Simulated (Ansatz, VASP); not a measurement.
# K4Mg2Ge23O50 (glassy 85GeO2-7MgO-7K2O (mol %)) in two plane-wave programs, part 2 of 3

Aim: how closely do two programs agree when they are given the same cell, functional and k mesh? Of the first pair: The structure shown is the start of the Ansatz relaxation below; VASP solves that cell, so the two are compared at the walk's first step.

VASP 6.6.1 and Ansatz 0.2.0.

So far: Starting point; Ansatz: relaxation, LDA.

### 3. VASP: single point, LDA, start cell, pair 1

Level of this step: LDA; plane waves and PAW (Ge_d, Mg, K_sv, O) (VASP).

The same cell, functional (in two slightly different forms) and mesh now go to VASP, with its own data sets.

Lines of VASP's logs that name or quote its potential files are left out, and so is its time.

Input file INCAR:

```
SYSTEM = K4Mg2Ge23O50
PREC = Accurate
ENCUT = 520
EDIFF = 1E-06
NELM = 120
ISMEAR = 0
SIGMA = 0.01
LREAL = Auto
ALGO = Normal
GGA = PW92
NBANDS = 392
LORBIT = 11
LWAVE = .FALSE.
LCHARG = .FALSE.
ISIF = 2
LASPH = .TRUE.
GGA_COMPAT = .FALSE.
EFERMI = MIDGAP
NCORE = 2
```

Input file POSCAR:

```
K4Mg2Ge23O50
1.0
   10.6696000000      0.0000000000      0.0000000000
    0.0000000000     10.6696000000      0.0000000000
    0.0000000000      0.0000000000     10.6696000000
Ge Mg K O
23 2 4 50
Direct
    0.0160362150      0.4789401665      0.0631701282
    0.3069187224      0.9785558971      0.3869217215
    0.7146659669      0.2908075279      0.4305597211
    0.5565438254      0.6347192022      0.1606901852
    0.4744039139      0.3500318662      0.2239634101
    0.0708930044      0.5787939567      0.5603021669
    0.8404719952      0.7241789758      0.1136781135
    0.8761434356      0.7687823349      0.4121054210
    0.2108795081      0.4995220064      0.3116986579
    0.2498031791      0.7890173952      0.1621616555
    0.9182818475      0.9680400390      0.6335663942
    0.3472013946      0.1696502212      0.9977225013
    0.5702744245      0.7168778586      0.4689585364
    0.5577341231      0.0364587239      0.5154738697
    0.4488828072      0.5209005024      0.7039439154
    0.2207205518      0.8387943316      0.6594530254
    0.1990327660      0.3794425283      0.8214178601
    0.4084689210      0.7641711029      0.9082439829
    0.5316975332      0.0164298568      0.8179032016
    0.1151777011      0.0476306516      0.1863425058
    0.9359301192      0.2218639874      0.7856433231
    0.7997394467      0.4743945415      0.6781510085
    0.8588138262      0.2374971883      0.1750862263
    0.7219202219      0.7766645423      0.8346329759
    0.7933193372      0.0438254480      0.9865412012
    0.0610800780      0.2285465247      0.4808052785
    0.6370904251      0.3295531229      0.9260422134
    0.5741546075      0.9813957412      0.1680100472
    0.0466840369      0.8312401590      0.9201375872
    0.9946014846      0.6669978256      0.4413567519
    0.5093068156      0.4821830247      0.1353471545
    0.7291182425      0.1577284997      0.1353471545
    0.4866911599      0.6291613556      0.5794500262
    0.9323029917      0.1346161056      0.9109994751
    0.2910230936      0.4602984179      0.7076928845
    0.6630520357      0.0842018445      0.8717665142
    0.9841606058      0.1382713504      0.1923596011
    0.3336488716      0.8932762240      0.2493720477
    0.0966765390      0.4569712079      0.2065307041
    0.9036046337      0.3641092450      0.0851765764
    0.3033478293      0.2888486916      0.8990215191
    0.7094642723      0.6404644973      0.1420015746
    0.5068887306      0.0456999325      0.6702500562
    0.5364118617      0.3907925321      0.7077772363
    0.5625421759      0.8787770863      0.4816206793
    0.1752830472      0.0559721077      0.3359919772
    0.2385000375      0.6512427832      0.2479943016
    0.2183680738      0.1035465247      0.0715771913
    0.8949257704      0.9108776337      0.4867192772
    0.7945096349      0.8466390493      0.0147428207
    0.5860857014      0.3284940391      0.3390380145
    0.1622741246      0.6909724826      0.6386368749
    0.9174289570      0.1262559046      0.6531266402
    0.1591156182      0.4859319937      0.4612169153
    0.1122066432      0.8831071455      0.1684786684
    0.4846104821      0.7370379396      0.0636481218
    0.4408506411      0.6161430607      0.8334989128
    0.6823123641      0.1410362150      0.4858476419
    0.3387755867      0.4086563695      0.2870773037
    0.8361981705      0.2974713204      0.3235454000
    0.7325954113      0.7098766589      0.4724544500
    0.9526036590      0.6258997526      0.0557096798
    0.3176501462      0.8330677814      0.7789701582
    0.4257422959      0.0782597286      0.4200907251
    0.2683137137      0.7686323761      0.0062420334
    0.8507254255      0.3523281098      0.7749306441
    0.2678732099      0.8948695359      0.5140586339
    0.8645966109      0.7909293694      0.2565138337
    0.9519569618      0.5269363425      0.6432199895
    0.0769100997      0.9231555072      0.6805597211
    0.5249775062      0.6768201245      0.3176032841
    0.5424477019      0.8580640324      0.8552241883
    0.8140792532      0.9021144185      0.7288464422
    0.4232960936      0.0524761940      0.9341774762
    0.7489127990      0.4041576067      0.5428600885
    0.0921215416      0.2868617380      0.7601597061
    0.7379470646      0.6026186549      0.7522118917
    0.1238659369      0.4645160081      0.9377296244
    0.4271762765      0.2371785259      0.1172864962
```

Input file KPOINTS:

```
Automatic mesh
0
Gamma
1 1 1
0 0 0
```

PAW data sets: Ge_d, Mg, K_sv and O (LDA family, release 64).

Run with:

```bash
$ mpirun -np 8 vasp_gam
```

Numbers of over 12 decimals in the logs are rounded to 6 here.

Log:

```text
[banner, memory and clock lines left out]
running    8 mpi-ranks, on    1 nodes
[...]
|                                                                             |
|               ----> ADVICE to this user running VASP <----                  |
|                                                                             |
|     You enforced a specific xc type in the INCAR file but a different       |
|     [... a line on the potential file left out ...]
|     I HOPE YOU KNOW WHAT YOU ARE DOING!                                     |
|                                                                             |

 LDA part: xc-table for (Slater(with rela. corr.)+PW92), standard interpolation
 POSCAR, INCAR and KPOINTS ok, starting setup
[...]
entering main loop
       N       E                     dE             d eps       ncg     rms          rms(c)
DAV:   1     0.213617801734E+05    0.21362E+05   -0.22109E+05   968   0.424E+03
DAV:   2     0.470813593051E+04   -0.16654E+05   -0.15861E+05   784   0.117E+03
DAV:   3     0.119996972300E+03   -0.45881E+04   -0.42687E+04   840   0.396E+02
DAV:   4    -0.581922856737E+03   -0.70192E+03   -0.68894E+03   904   0.171E+02
[...]
DAV:  18    -0.537341564734E+03   -0.40674E-05   -0.85652E-05  1056   0.403E-02    0.108E-02
DAV:  19    -0.537341562995E+03    0.17395E-05   -0.12758E-05  1104   0.313E-02    0.489E-03
DAV:  20    -0.537341563493E+03   -0.49869E-06   -0.87823E-06   856   0.110E-02
   1 F= -.53734156E+03 E0= -.53734156E+03  d E =0.000000E+00
```

Parts of OUTCAR (step 3):

```text
  Total       15.3992058      0.0581585      7.5757652     -4.0381488      2.2287291      8.7343415
  in kB       20.3125521      0.0767148      9.9929261     -5.3265804      2.9398383     11.5211634
  external PRESSURE =      10.1273977 kB  Pullay stress =       0.0000000 kB

  FREE ENERGIE OF THE ION-ELECTRON SYSTEM (eV)
  ---------------------------------------------------
  free  energy   TOTEN  =      -537.3415634933 eV

  energy  without entropy=     -537.3415634933  energy(sigma->0) =     -537.34156349

[... 3 further parts left out ...]
[key lines of the parts left out:]
E-fermi :   2.0446
```

The run ends at a pressure of 1.01 GPa, with forces up to 4.1 eV/Å.

### 4. Comparison

Known differences besides the potentials themselves: fixed occupations in Ansatz, narrow Gaussian smearing in VASP; the data sets hold 678 valence electrons in Ansatz (on its default PAW (the set named soft_2) files) and 662 in VASP; the cutoff is 420 eV in Ansatz and 520 eV in VASP (PREC = Accurate, projectors in real space); VASP's log shows a relativistic correction to its local exchange, Ansatz's none. Total energies have different zeros and are not compared.

Forces on 9 of the 79 atoms, those with the largest forces and the largest differences (eV/Å; atoms numbered as in POSCAR):

| atom | Ansatz x, y, z | VASP x, y, z |
| --- | --- | --- |
| Ge6 | 0.753, 3.426, -1.110 | 0.822, 3.409, -1.085 |
| Ge9 | 0.225, 2.085, -2.520 | 0.253, 2.088, -2.504 |
| Ge12 | -3.407, 2.217, 0.496 | -3.434, 2.240, 0.507 |
| Ge16 | -2.964, 0.497, -2.053 | -2.959, 0.531, -2.090 |
| O34 | -0.428, -1.534, 2.539 | -0.444, -1.677, 2.725 |
| O43 | -1.036, 0.833, -3.499 | -1.072, 0.844, -3.564 |
| O44 | 0.832, 0.167, 0.270 | 0.958, -0.020, 0.263 |
| O76 | -2.296, -2.118, -1.992 | -2.365, -2.188, -2.055 |
| O77 | -0.114, 0.005, 0.476 | -0.187, 0.192, 0.584 |

The forces differ by 50 meV/Å r.m.s., which is 4.3 % of the r.m.s. force of 1.168 eV/Å (both taken over all components).

### 5. Ansatz: relaxation, LDA

This run makes the geometry at which the two programs are then compared. The cell compared in this pair holds 1087.66 Å³, against 1214.63 Å³ for the pair before.

The structure compared here is the end of the Ansatz relaxation.

Input file input.yaml:

```yaml
crystal:
  lattice:
    - [10.6696, 0.0, 0.0]
    - [0.0, 10.6696, 0.0]
    - [0.0, 0.0, 10.6696]
  atoms:
    - { symbol: Ge, position: [0.01604, 0.47894, 0.06317] }
    - { symbol: Ge, position: [0.30692, 0.97856, 0.38692] }
    - { symbol: Ge, position: [0.71467, 0.29081, 0.43056] }
    - { symbol: Ge, position: [0.55654, 0.63472, 0.16069] }
    - { symbol: Ge, position: [0.4744, 0.35003, 0.22396] }
    - { symbol: Ge, position: [0.07089, 0.57879, 0.5603] }
    - { symbol: Ge, position: [0.84047, 0.72418, 0.11368] }
    - { symbol: Ge, position: [0.87614, 0.76878, 0.41211] }
    - { symbol: Ge, position: [0.21088, 0.49952, 0.3117] }
    - { symbol: Ge, position: [0.2498, 0.78902, 0.16216] }
    - { symbol: Ge, position: [0.91828, 0.96804, 0.63357] }
    - { symbol: Ge, position: [0.3472, 0.16965, 0.99772] }
    - { symbol: Ge, position: [0.57027, 0.71688, 0.46896] }
    - { symbol: Ge, position: [0.55773, 0.03646, 0.51547] }
    - { symbol: Ge, position: [0.44888, 0.5209, 0.70394] }
    - { symbol: Ge, position: [0.22072, 0.83879, 0.65945] }
    - { symbol: Ge, position: [0.19903, 0.37944, 0.82142] }
    - { symbol: Ge, position: [0.40847, 0.76417, 0.90824] }
    - { symbol: Ge, position: [0.5317, 0.01643, 0.8179] }
    - { symbol: Ge, position: [0.11518, 0.04763, 0.18634] }
    - { symbol: Ge, position: [0.93593, 0.22186, 0.78564] }
    - { symbol: Ge, position: [0.79974, 0.47439, 0.67815] }
    - { symbol: Ge, position: [0.85881, 0.2375, 0.17509] }
    - { symbol: Mg, position: [0.72192, 0.77666, 0.83463] }
    - { symbol: Mg, position: [0.79332, 0.04383, 0.98654] }
    - { symbol: K, position: [0.06108, 0.22855, 0.48081] }
    - { symbol: K, position: [0.63709, 0.32955, 0.92604] }
    - { symbol: K, position: [0.57415, 0.9814, 0.16801] }
    - { symbol: K, position: [0.04668, 0.83124, 0.92014] }
    - { symbol: O, position: [0.9946, 0.667, 0.44136] }
    - { symbol: O, position: [0.50931, 0.48218, 0.13535] }
    - { symbol: O, position: [0.72912, 0.15773, 0.13535] }
    - { symbol: O, position: [0.48669, 0.62916, 0.57945] }
    - { symbol: O, position: [0.9323, 0.13462, 0.911] }
    - { symbol: O, position: [0.29102, 0.4603, 0.70769] }
    - { symbol: O, position: [0.66305, 0.0842, 0.87177] }
    - { symbol: O, position: [0.98416, 0.13827, 0.19236] }
    - { symbol: O, position: [0.33365, 0.89328, 0.24937] }
    - { symbol: O, position: [0.09668, 0.45697, 0.20653] }
    - { symbol: O, position: [0.9036, 0.36411, 0.08518] }
    - { symbol: O, position: [0.30335, 0.28885, 0.89902] }
    - { symbol: O, position: [0.70946, 0.64046, 0.142] }
    - { symbol: O, position: [0.50689, 0.0457, 0.67025] }
    - { symbol: O, position: [0.53641, 0.39079, 0.70778] }
    - { symbol: O, position: [0.56254, 0.87878, 0.48162] }
    - { symbol: O, position: [0.17528, 0.05597, 0.33599] }
    - { symbol: O, position: [0.2385, 0.65124, 0.24799] }
    - { symbol: O, position: [0.21837, 0.10355, 0.07158] }
    - { symbol: O, position: [0.89493, 0.91088, 0.48672] }
    - { symbol: O, position: [0.79451, 0.84664, 0.01474] }
    - { symbol: O, position: [0.58609, 0.32849, 0.33904] }
    - { symbol: O, position: [0.16227, 0.69097, 0.63864] }
    - { symbol: O, position: [0.91743, 0.12626, 0.65313] }
    - { symbol: O, position: [0.15912, 0.48593, 0.46122] }
    - { symbol: O, position: [0.11221, 0.88311, 0.16848] }
    - { symbol: O, position: [0.48461, 0.73704, 0.06365] }
    - { symbol: O, position: [0.44085, 0.61614, 0.8335] }
    - { symbol: O, position: [0.68231, 0.14104, 0.48585] }
    - { symbol: O, position: [0.33878, 0.40866, 0.28708] }
    - { symbol: O, position: [0.8362, 0.29747, 0.32355] }
    - { symbol: O, position: [0.7326, 0.70988, 0.47245] }
    - { symbol: O, position: [0.9526, 0.6259, 0.05571] }
    - { symbol: O, position: [0.31765, 0.83307, 0.77897] }
    - { symbol: O, position: [0.42574, 0.07826, 0.42009] }
    - { symbol: O, position: [0.26831, 0.76863, 0.00624] }
    - { symbol: O, position: [0.85073, 0.35233, 0.77493] }
    - { symbol: O, position: [0.26787, 0.89487, 0.51406] }
    - { symbol: O, position: [0.8646, 0.79093, 0.25651] }
    - { symbol: O, position: [0.95196, 0.52694, 0.64322] }
    - { symbol: O, position: [0.07691, 0.92316, 0.68056] }
    - { symbol: O, position: [0.52498, 0.67682, 0.3176] }
    - { symbol: O, position: [0.54245, 0.85806, 0.85522] }
    - { symbol: O, position: [0.81408, 0.90211, 0.72885] }
    - { symbol: O, position: [0.4233, 0.05248, 0.93418] }
    - { symbol: O, position: [0.74891, 0.40416, 0.54286] }
    - { symbol: O, position: [0.09212, 0.28686, 0.76016] }
    - { symbol: O, position: [0.73795, 0.60262, 0.75221] }
    - { symbol: O, position: [0.12387, 0.46452, 0.93773] }
    - { symbol: O, position: [0.42718, 0.23718, 0.11729] }
kpoints:
  mp_grid: { grid: [1, 1, 1] }
hamiltonian:
  xc: lda
scf:
  occupations: { method: fixed }
output:
  forces: true
relax:
  f_tol: 0.05
  max_steps: 150
  cell: {}
```

Run with:

```bash
$ ansatz run input.yaml --threads 4 --pin off --max-ram 8192MiB --backend cpu --events-out ev --progress --plain --runs-dir out
```

Log:

```text
[...]
Crystal: 79 atoms, lattice volume = 1214.631 Å³
Basis set: ecut = 420 eV, 23703 PW (Γ)
Bands: 418, of which v1, the nominal top of the filled ones, is band 339 counted from 1 (338 counted from 0)
Symmetry: 1 space group operations
[...]
k-points: 1
[...]
SCF iter   1: F=—  HF=-134511.082324 eV  |F-HF|=—  |Δ(HF+E_count)|=         —  Δρ=1.43e-2  dr2=2.28e0  ethr=1.77e-3  ⟨swp⟩=5.0  Hψ=1288  notcnv=0  defer=77
[...]
- { symbol: O, position: [0.743118, 0.132070, 0.079047] }
    - { symbol: O, position: [0.483374, 0.640478, 0.593051] }
    - { symbol: O, position: [0.961611, 0.108069, 0.902897] }
    - { symbol: O, position: [0.321315, 0.461272, 0.714596] }
    - { symbol: O, position: [0.649439, 0.104315, 0.844012] }
    - { symbol: O, position: [0.960602, 0.125103, 0.234579] }
[...]
- { symbol: O, position: [0.120102, 0.294294, 0.762941] }
    - { symbol: O, position: [0.730553, 0.603462, 0.746256] }
    - { symbol: O, position: [0.155325, 0.481442, 0.961947] }
    - { symbol: O, position: [0.458548, 0.199147, 0.150753] }
[key lines of the parts left out:]
P = ⅓ Tr σ = -0.0140 GPa (-0.140 kbar)
```

[end of part 2 of 3]

[Lines on the potential files, build, host, timing and source positions are cut from VASP's logs without a mark.]

[Logs are printed without paths, hosts, clocks, repeated set-up lines and the standing remarks that a program may print on its own settings, such as how far it seeks lower states.]

[Hosts, paths, dates, database ids (printed as entryN), source tags and the programs' standing remarks are cut or masked in the printed files.]
